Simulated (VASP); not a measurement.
A run of VASP 6.6.1:

File INCAR:

```
SYSTEM = LiSi2C3
  ALGO = Fast
  EDIFF = 1E-6
  ENCUT = 520
  GGA = PE
  ISIF = 2
  ISMEAR = 0
  LASPH = .True.
  LCHARG = .False.
  LREAL = .False.
  LWAVE = .False.
  NBANDS = 20
  NELM = 80
  PREC = Accurate
  SIGMA = 0.1
```

KPOINTS

```
k-points
0
Gamma
  6 6 2
  0 0 0
```

File POSCAR:

```
LiSi2C3
1.0
    3.0081409273      0.0000000000      0.0000000000
   -1.5040704636      2.6051264612      0.0000000000
    0.0000000000      0.0000000000      7.2982059502
Li Si C
1 2 3
Direct
    0.0000000000      0.0000000000      0.0000000000
    0.6666666667      0.3333333333      0.6918692152
    0.3333333333      0.6666666667      0.3081307848
    0.3333333333      0.6666666667      0.7913306347
    0.6666666667      0.3333333333      0.2086693653
    0.0000000000      0.0000000000      0.5000000000
```

Potentials or basis: VASP PAW PBE potentials, release 64 (Li_sv, Si, C).

Launch:

```sh
$ cat potpaw_PBE.64/Li_sv/POTCAR potpaw_PBE.64/Si/POTCAR potpaw_PBE.64/C/POTCAR > POTCAR
$ mpirun -np 1 vasp_std > vasp.out
```

Hardware: 1 thread of Intel(R) Xeon(R) 6975P-C (Granite Rapids), on a shared host.

**Question.** How long does it take, and how much memory?

**Answer.** Wall time 20 s on 1 thread of Intel(R) Xeon(R) 6975P-C (Granite Rapids), on a shared host, peak memory 0.16 GiB. Counts: scf iterations 21, k points 14.
